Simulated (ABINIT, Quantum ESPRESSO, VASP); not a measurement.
# One structure in several programs: PbF₂ (Fm-3m, 3 atoms in the cell)

Self-consistent single point.

```
CELL_PARAMETERS angstrom
      0.00000     2.97000     2.97000
      2.97000     0.00000     2.97000
      2.97000     2.97000     0.00000
ATOMIC_POSITIONS crystal
  Pb 0.00000 0.00000 0.00000
  F  0.25000 0.25000 0.25000
  F  0.75000 0.75000 0.75000
```

Shared settings, as Quantum ESPRESSO writes them: occupations = smearing; smearing = fermi-dirac; degauss = 0.00147 Ry; noncolin = true; lspinorb = true; K_POINTS = automatic 7 7 7 0 0 0. Potentials and cutoffs stand in the table.

```csv
code,model,pressure (GPa),gap on the mesh (eV),cutoff
VASP,"PBE, spin-orbit coupling, VASP's PBE PAW potentials (set 64)",-5.08,4.197,400 eV
Quantum ESPRESSO,"PBE, spin-orbit coupling, PseudoDojo fully relativistic norm-conserving (PBE) pseudopotentials",2.18,4.089,85 Ry
ABINIT,"PBE, spin-orbit coupling, PAW (JTH v2.0 PBE PAW)",1.66,4.140,653 eV
```

Gaps are read on the mesh.

The spread over the programs that give each value: pressure within 7.26 GPa; gap on the mesh within 0.108 eV.

In the pressure, VASP (by 6.74) lies more than 1 GPa from the median of the plane-wave programs.

VASP's run is marked for a possible Pulay error in its stress at this cutoff; no cutoff test was made.

The starting cell has typed, rounded lattice constants, without a prior relaxation at this level.

Left out of this page: Ansatz and SIESTA (not drawn, or without a comparable value); Elk (unsound by tests on forces, stress, charge or solver warnings); FLEUR (with a known weakness of the program).
